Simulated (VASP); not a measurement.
Here is the system:

```
AlAs
1.0
    0.00000     2.83462     2.83462
    2.83462     0.00000     2.83462
    2.83462     2.83462     0.00000
Al As
1 1
Direct
  0.00000   0.00000   0.00000
  0.25000   0.25000   0.25000
```

These are PBE GGA with D3 dispersion (Becke-Johnson damping), VASP's PBE PAW potentials (set 64) (plane waves; VASP) values and carry that method's errors. Numerical set-up: 520 eV cut-off, Gaussian smearing of 0.050 eV, potentials Al As.

Estimate the band gap (along the path) with the smallest direct gap where there is one.

| Item | Result |
|---|---|
| band gap (along the path) | 1.44 eV |
| smallest direct gap (along the path) | 2.03 eV |

The compound is AlAs in the zinc blende structure. It was relaxed first.
